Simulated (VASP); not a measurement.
Output of a VASP run:

OSZICAR:
```
       N       E                     dE             d eps       ncg     rms          rms(c)
DAV:   1     0.187293736115E+03    0.18729E+03   -0.14633E+04   520   0.117E+03
DAV:   2    -0.143114240491E+02   -0.20161E+03   -0.19588E+03   608   0.237E+02
DAV:   3    -0.307735821180E+02   -0.16462E+02   -0.16396E+02   666   0.755E+01
DAV:   4    -0.311074051566E+02   -0.33382E+00   -0.33354E+00   656   0.108E+01
DAV:   5    -0.311171643508E+02   -0.97592E-02   -0.97587E-02   724   0.178E+00    0.865E+00
DAV:   6    -0.305231031745E+02    0.59406E+00   -0.16663E+00   664   0.361E+01    0.585E+00
DAV:   7    -0.304294911429E+02    0.93612E-01   -0.85032E-01   652   0.564E+00    0.212E+00
DAV:   8    -0.304271003494E+02    0.23908E-02   -0.29350E-02   638   0.107E+00    0.632E-01
DAV:   9    -0.304270012890E+02    0.99060E-04   -0.56483E-03   646   0.931E-01    0.221E-01
DAV:  10    -0.304271094911E+02   -0.10820E-03   -0.26078E-03   680   0.628E-01    0.475E-02
DAV:  11    -0.304270885884E+02    0.20903E-04   -0.58955E-04   642   0.304E-01    0.367E-02
DAV:  12    -0.304270951148E+02   -0.65263E-05   -0.43957E-05   642   0.416E-02    0.194E-02
DAV:  13    -0.304271004280E+02   -0.53133E-05   -0.29419E-05   658   0.712E-02    0.598E-03
DAV:  14    -0.304271005427E+02   -0.11462E-06   -0.45264E-06   590   0.252E-02
   1 F= -.30427101E+02 E0= -.30427101E+02  d E =-.304271E+02
       N       E                     dE             d eps       ncg     rms          rms(c)
DAV:   1    -0.304318643934E+02   -0.47640E-02   -0.69395E-02   644   0.314E+00    0.465E-01
DAV:   2    -0.304282333673E+02    0.36310E-02   -0.15903E-02   616   0.222E+00    0.161E-01
DAV:   3    -0.304276928400E+02    0.54053E-03   -0.11158E-03   614   0.214E-01    0.794E-02
DAV:   4    -0.304275548482E+02    0.13799E-03   -0.16373E-04   554   0.645E-02    0.393E-02
DAV:   5    -0.304275383863E+02    0.16462E-04   -0.11849E-05   752   0.458E-02    0.223E-02
DAV:   6    -0.304275358843E+02    0.25020E-05   -0.68973E-06   556   0.203E-02    0.391E-03
DAV:   7    -0.304275359735E+02   -0.89168E-07   -0.24126E-07   286   0.837E-03
   2 F= -.30427536E+02 E0= -.30427536E+02  d E =-.435431E-03
```

### OUTCAR
```
------------------------ aborting loop because EDIFF is reached ----------------------------------------
  FORCE on cell =-STRESS in cart. coord.  units (eV):
  Direction    XX          YY          ZZ          XY          YZ          ZX
  --------------------------------------------------------------------------------------
  Total       -0.0413890     -0.0413890     -0.0413890      0.0000000      0.0000000      0.0000000
  in kB       -0.3524597     -0.3524597     -0.3524597      0.0000000      0.0000000      0.0000000
  external PRESSURE =      -0.3524597 kB  Pullay stress =       0.0000000 kB
  volume of cell :      188.14
      direct lattice vectors                 reciprocal lattice vectors
     5.730095234  0.000000000  0.000000000     0.174517169 -0.000000000  0.000000000
     0.000000000  5.730095234  0.000000000    -0.000000000  0.174517169 -0.000000000
    -0.000000000  0.000000000  5.730095234    -0.000000000 -0.000000000  0.174517169
 POSITION                                       TOTAL-FORCE (eV/Angst)
 -----------------------------------------------------------------------------------
      0.00000      5.73010      0.00000        -0.000000      0.000000     -0.000000
      1.49068      1.49068      1.49068        -0.005446     -0.005446     -0.005446
      4.23942      4.23942      1.49068         0.005446      0.005446     -0.005446
      4.23942      1.49068      4.23942         0.005446     -0.005446      0.005446
      1.49068      4.23942      4.23942        -0.005446      0.005446      0.005446
      2.86505      2.86505      0.00000        -0.000000      0.000000     -0.000000
      2.86505      5.73010      2.86505        -0.000000      0.000000     -0.000000
     -0.00000      2.86505      2.86505        -0.000000      0.000000     -0.000000
 -----------------------------------------------------------------------------------
    total drift:                               -0.000000     -0.000000      0.000000
  FREE ENERGIE OF THE ION-ELECTRON SYSTEM (eV)
  ---------------------------------------------------
  free  energy   TOTEN  =       -30.4275359735 eV

  energy  without entropy=      -30.4275359735  energy(sigma->0) =      -30.42753597

 reached required accuracy - stopping structural energy minimisation
```
(Selected blocks of OUTCAR.)

### POSCAR
```
Be3ZnTe4
1
    5.7221048008    -0.0000000000     0.0000000000
   -0.0000000000     5.7221048008     0.0000000000
    0.0000000000    -0.0000000000     5.7221048008
Zn Te Be
1 4 3
Direct
  1.0000000000   1.0000000000   1.0000000000
  0.2602208504   0.2602208504   0.2602208504
  0.7397791496   0.7397791496   0.2602208504
  0.7397791496   0.2602208504   0.7397791496
  0.2602208504   0.7397791496   0.7397791496
  0.5000000000   0.5000000000   1.0000000000
  0.5000000000   1.0000000000   0.5000000000
  1.0000000000   0.5000000000   0.5000000000
```

Q: Reconstruct the remaining input files.

A: One answer among several that fit: the input of the run itself, PBEsol GGA, plane waves, VASP's PBE PAW potentials (set 64).

### INCAR
```
SYSTEM = Be3ZnTe4
PREC = Accurate
ENCUT = 400
EDIFF = 1E-6
NELM = 100
ALGO = Normal
LREAL = .FALSE.
LASPH = .TRUE.
ISMEAR = 0
SIGMA = 0.05
GGA = PS
LMAXMIX = 4
LWAVE = .FALSE.
LCHARG = .FALSE.
IBRION = 2
ISIF = 3
NSW = 60
EDIFFG = -0.02
```

### KPOINTS
```
kpoints
0
Gamma
4 4 4
```

POTCAR, in this order: Zn Te Be (PBE.64 set). Program: vasp_std.

The structure was generated: Be3ZnTe4 was put into an ordered model structure (P-43m), which need not be its known phase. This run relaxes it. Symmetry was kept, so distortions that lower it aren't found. The start is the result of an earlier pass.
